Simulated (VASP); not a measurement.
Data:

```
CELL_PARAMETERS angstrom
      0.00000     2.18970     2.18970
      2.18970     0.00000     2.18970
      2.18970     2.18970     0.00000
ATOMIC_POSITIONS crystal
  Si 0.00000 0.00000 0.00000
  C  0.25000 0.25000 0.25000
```

Level of theory: PBE0 hybrid, VASP's PBE PAW potentials (set 64) (plane waves; VASP). Numerical set-up: 520 eV cut-off, 8×8×8 Γ-centred mesh, Gaussian smearing of 0.050 eV, potentials Si C.

Task: Give the stress tensor in GPa (positive for a compressed cell).

Result: 
```
-5.19   0.00   0.00
 0.00  -5.19   0.00
 0.00   0.00  -5.19
```
The pressure is its mean diagonal, -5.19 GPa.

The compound is SiC in the zinc blende structure. It was relaxed first. The cell's shape comes from a PBE relaxation.
